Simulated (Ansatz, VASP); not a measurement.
# SiO2 in two plane-wave programs, part 2 of 3

Aim: how closely do two programs agree when they are given the same cell, functional and k mesh? The cell is taken from a series of runs on this material, whose earlier steps may have relaxed, scaled, displaced or heated it; both programs get it as it stands.

VASP 6.6.1 and Ansatz 0.2.0.

So far: Starting point; VASP: zone-centre phonons, LDA.

## 2. VASP: zone-centre phonons, LDA (continued)

Level of this step: LDA; plane waves and PAW (O, Si) (VASP).

Parts of OUTCAR (step 2):

```text
ion  position               nearest neighbor table
   1  0.693  0.693  0.000-   5 1.77   5 1.77   6 1.84
   2  0.193  0.807  0.500-   6 1.77   6 1.77   5 1.84
   3  0.307  0.307  0.000-   5 1.77   5 1.77   6 1.84
   4  0.807  0.193  0.500-   6 1.77   6 1.77   5 1.84
   5  0.500  0.500  0.500-   1 1.77   3 1.77   1 1.77   3 1.77   2 1.84   4 1.84
   6  0.000  0.000  0.000-   2 1.77   4 1.77   2 1.77   4 1.77   3 1.84   1 1.84

  LATTYP: Found a simple tetragonal cell.
 ALAT       =     4.2222443090
 C/A-ratio  =     0.6347882177

 Subroutine GETGRP returns: Found 16 space group operations
 (whereof  8 operations were pure point group operations)

The static configuration has the point symmetry D_2h.
 The point group associated with its full space group is D_4h.

 Found     75 irreducible k-points:

   k-points           NKPTS =     75   k-points in BZ     NKDIM =     75   number of bands    NBANDS=     22

   dimension x,y,z NGX =    36 NGY =   36 NGZ =   24
   dimension x,y,z NGXF=    72 NGYF=   72 NGZF=   48

   ENCUT  =  600.0 eV  44.10 Ry    6.64 a.u.   8.43  8.43  5.35*2*pi/ulx,y,z

   NELECT =      32.0000    total number of electrons

 k-points in reciprocal lattice and weights: Automatic mesh
   0.00000000  0.00000000  0.00000000       0.002
   0.12500000  0.00000000  0.00000000       0.008
   0.25000000  0.00000000  0.00000000       0.008
   0.37500000  0.00000000  0.00000000       0.008
   0.50000000  0.00000000  0.00000000       0.004
   0.12500000  0.12500000  0.00000000       0.008
   0.25000000  0.12500000  0.00000000       0.016
   0.37500000  0.12500000  0.00000000       0.016
   0.50000000  0.12500000  0.00000000       0.008
[...]
0.50000000  0.37500000  0.50000000       0.008
   0.50000000  0.50000000  0.50000000       0.002

[...]
2     0.39246     3.80117     0.00000
    3     0.00000     0.00000     4.04755

 Eigenvectors and eigenvalues of the dynamical matrix
 ----------------------------------------------------

   1 f  =   27.055054 THz   169.991921 2PiTHz  902.459476 cm-1   111.890664 meV
             X         Y         Z           dx          dy          dz
      2.924680  2.924680  0.000000    -0.353553   -0.353553   -0.000000
      0.813558  3.408687  1.340115     0.353553   -0.353553    0.000000
      1.297564  1.297564  0.000000     0.353553    0.353553    0.000000
      3.408687  0.813558  1.340115    -0.353553    0.353553   -0.000000
      2.111122  2.111122  1.340115    -0.000000    0.000000    0.000000
      0.000000  0.000000  0.000000     0.000000    0.000000    0.000000

   2 f  =   23.990989 THz   150.739828 2PiTHz  800.253246 cm-1    99.218712 meV
             X         Y         Z           dx          dy          dz
      2.924680  2.924680  0.000000    -0.345705   -0.254474    0.000000
      0.813558  3.408687  1.340115     0.234058   -0.005308    0.000000
      1.297564  1.297564  0.000000    -0.345705   -0.254474   -0.000000
      3.408687  0.813558  1.340115     0.234058   -0.005308   -0.000000
      2.111122  2.111122  1.340115     0.510643    0.379307   -0.000000
      0.000000  0.000000  0.000000    -0.342120    0.012814    0.000000

   3 f  =   23.990989 THz   150.739828 2PiTHz  800.253246 cm-1    99.218712 meV
             X         Y         Z           dx          dy          dz
      2.924680  2.924680  0.000000     0.005308    0.234058    0.000000
      0.813558  3.408687  1.340115     0.254474   -0.345705   -0.000000
      1.297564  1.297564  0.000000     0.005308    0.234058    0.000000
      3.408687  0.813558  1.340115     0.254474   -0.345705   -0.000000
      2.111122  2.111122  1.340115    -0.012814   -0.342120   -0.000000
      0.000000  0.000000  0.000000    -0.379307    0.510643    0.000000

   4 f  =   21.880873 THz   137.481582 2PiTHz  729.867375 cm-1    90.491981 meV
             X         Y         Z           dx          dy          dz
      2.924680  2.924680  0.000000    -0.000000    0.000000   -0.450021
      0.813558  3.408687  1.340115     0.000000   -0.000000    0.450021
      1.297564  1.297564  0.000000    -0.000000    0.000000   -0.450021
      3.408687  0.813558  1.340115     0.000000   -0.000000    0.450021
      2.111122  2.111122  1.340115     0.000000   -0.000000    0.308161
      0.000000  0.000000  0.000000    -0.000000    0.000000   -0.308161

   5 f  =   21.612816 THz   135.797327 2PiTHz  720.925936 cm-1    89.383384 meV
             X         Y         Z           dx          dy          dz
      2.924680  2.924680  0.000000     0.353553    0.353553   -0.000000
      0.813558  3.408687  1.340115     0.353553   -0.353553    0.000000
      1.297564  1.297564  0.000000    -0.353553   -0.353553    0.000000
      3.408687  0.813558  1.340115    -0.353553    0.353553   -0.000000
      2.111122  2.111122  1.340115    -0.000000    0.000000    0.000000
      0.000000  0.000000  0.000000     0.000000   -0.000000   -0.000000

   6 f  =   19.204707 THz   120.666734 2PiTHz  640.600076 cm-1    79.424251 meV
             X         Y         Z           dx          dy          dz
      2.924680  2.924680  0.000000    -0.000000   -0.000000   -0.341756
      0.813558  3.408687  1.340115     0.000000   -0.000000   -0.341756
      1.297564  1.297564  0.000000    -0.000000   -0.000000   -0.341756
      3.408687  0.813558  1.340115     0.000000   -0.000000   -0.341756
      2.111122  2.111122  1.340115     0.000000    0.000000    0.516144
      0.000000  0.000000  0.000000     0.000000    0.000000    0.516144

   7 f  =   17.100579 THz   107.446106 2PiTHz  570.413913 cm-1    70.722280 meV
             X         Y         Z           dx          dy          dz
      2.924680  2.924680  0.000000     0.353553   -0.353553    0.000000
      0.813558  3.408687  1.340115    -0.353553   -0.353553    0.000000
      1.297564  1.297564  0.000000    -0.353553    0.353553   -0.000000
      3.408687  0.813558  1.340115     0.353553    0.353553   -0.000000
      2.111122  2.111122  1.340115     0.000000    0.000000    0.000000
      0.000000  0.000000  0.000000    -0.000000    0.000000   -0.000000

   8 f  =   16.903138 THz   106.205548 2PiTHz  563.827991 cm-1    69.905730 meV
             X         Y         Z           dx          dy          dz
      2.924680  2.924680  0.000000    -0.000000    0.000000   -0.174913
      0.813558  3.408687  1.340115     0.000000    0.000000    0.685132
      1.297564  1.297564  0.000000     0.000000   -0.000000    0.174913
      3.408687  0.813558  1.340115    -0.000000   -0.000000   -0.685132
      2.111122  2.111122  1.340115    -0.000000    0.000000    0.000000
      0.000000  0.000000  0.000000    -0.000000   -0.000000    0.000000

   9 f  =   16.903138 THz   106.205548 2PiTHz  563.827991 cm-1    69.905730 meV
             X         Y         Z           dx          dy          dz
      2.924680  2.924680  0.000000     0.000000   -0.000000   -0.685132
      0.813558  3.408687  1.340115    -0.000000   -0.000000   -0.174913
      1.297564  1.297564  0.000000    -0.000000    0.000000    0.685132
      3.408687  0.813558  1.340115     0.000000    0.000000    0.174913
      2.111122  2.111122  1.340115     0.000000   -0.000000    0.000000
      0.000000  0.000000  0.000000    -0.000000    0.000000    0.000000

  10 f  =   15.913394 THz    99.986806 2PiTHz  530.813701 cm-1    65.812482 meV
             X         Y         Z           dx          dy          dz
      2.924680  2.924680  0.000000    -0.362828    0.133763   -0.000000
      0.813558  3.408687  1.340115     0.347376   -0.083179   -0.000000
      1.297564  1.297564  0.000000    -0.362828    0.133763    0.000000
      3.408687  0.813558  1.340115     0.347376   -0.083179    0.000000
      2.111122  2.111122  1.340115    -0.438229    0.099264   -0.000000
      0.000000  0.000000  0.000000     0.461542   -0.175583   -0.000000

  11 f  =   15.913394 THz    99.986806 2PiTHz  530.813701 cm-1    65.812482 meV
             X         Y         Z           dx          dy          dz
      2.924680  2.924680  0.000000    -0.083179   -0.347376   -0.000000
      0.813558  3.408687  1.340115     0.133763    0.362828    0.000000
      1.297564  1.297564  0.000000    -0.083179   -0.347376    0.000000
      3.408687  0.813558  1.340115     0.133763    0.362828   -0.000000
      2.111122  2.111122  1.340115    -0.175583   -0.461542    0.000000
      0.000000  0.000000  0.000000     0.099264    0.438229   -0.000000

  12 f  =   13.091060 THz    82.253556 2PiTHz  436.670760 cm-1    54.140250 meV
             X         Y         Z           dx          dy          dz
      2.924680  2.924680  0.000000     0.324032   -0.159981   -0.000000
      0.813558  3.408687  1.340115     0.288426    0.061538   -0.000000
      1.297564  1.297564  0.000000     0.324032   -0.159981    0.000000
      3.408687  0.813558  1.340115     0.288426    0.061538    0.000000
      2.111122  2.111122  1.340115    -0.502084    0.322762   -0.000000
      0.000000  0.000000  0.000000    -0.422206   -0.174197    0.000000

  13 f  =   13.091060 THz    82.253556 2PiTHz  436.670760 cm-1    54.140250 meV
             X         Y         Z           dx          dy          dz
      2.924680  2.924680  0.000000     0.061538   -0.288426   -0.000000
      0.813558  3.408687  1.340115    -0.159981   -0.324032   -0.000000
      1.297564  1.297564  0.000000     0.061538   -0.288426    0.000000
      3.408687  0.813558  1.340115    -0.159981   -0.324032   -0.000000
      2.111122  2.111122  1.340115    -0.174197    0.422206    0.000000
      0.000000  0.000000  0.000000     0.322762    0.502084   -0.000000
    [... 43 further lines ...]
      2.111122  2.111122  1.340115     0.000000   -0.000000   -0.483317
      0.000000  0.000000  0.000000     0.000000   -0.000000   -0.483317

 MACROSCOPIC STATIC DIELECTRIC TENSOR IONIC CONTRIBUTION
 ------------------------------------------------------
           9.096311    -0.000000    -0.000000
          -0.000000     9.096311    -0.000000
          -0.000000    -0.000000     5.496609
 ------------------------------------------------------

 ELASTIC MODULI CONTR FROM IONIC RELAXATION (kBar)
 Direction    XX          YY          ZZ          XY          YZ          ZX
 --------------------------------------------------------------------------------
 XX        -938.8087    -66.1793    -13.3180     -0.0000     -0.0000     -0.0000
 YY         -66.1793   -938.8087    -13.3180      0.0000      0.0000     -0.0000
 ZZ         -13.3180    -13.3180     -0.3530      0.0000     -0.0000     -0.0000
 XY          -0.0000      0.0000      0.0000    -48.3967      0.0000     -0.0000
 YZ          -0.0000      0.0000     -0.0000      0.0000    -36.2838      0.0000
 ZX          -0.0000     -0.0000     -0.0000     -0.0000      0.0000    -52.7759
 --------------------------------------------------------------------------------

 PIEZOELECTRIC TENSOR IONIC CONTR  for field in x, y, z        (C/m^2)
          XX          YY          ZZ          XY          YZ          ZX
  --------------------------------------------------------------------------------
  x     0.00000    -0.00000    -0.00000     0.00000     0.00000    -0.00000
  y    -0.00000    -0.00000    -0.00000     0.00000    -0.00000    -0.00000
  z    -0.00000    -0.00000    -0.00000    -0.00000     0.00000     0.00000
```

(Part 2 of 3 ends here.)

[Lines on the potential files, build, host, timing and source positions are cut from VASP's logs without a mark.]

[Logs are printed without paths, hosts, clocks, repeated set-up lines and the standing remarks that a program may print on its own settings, such as how far it seeks lower states.]

[Hosts, paths, dates, database ids (printed as entryN), source tags and the programs' standing remarks are cut or masked in the printed files.]
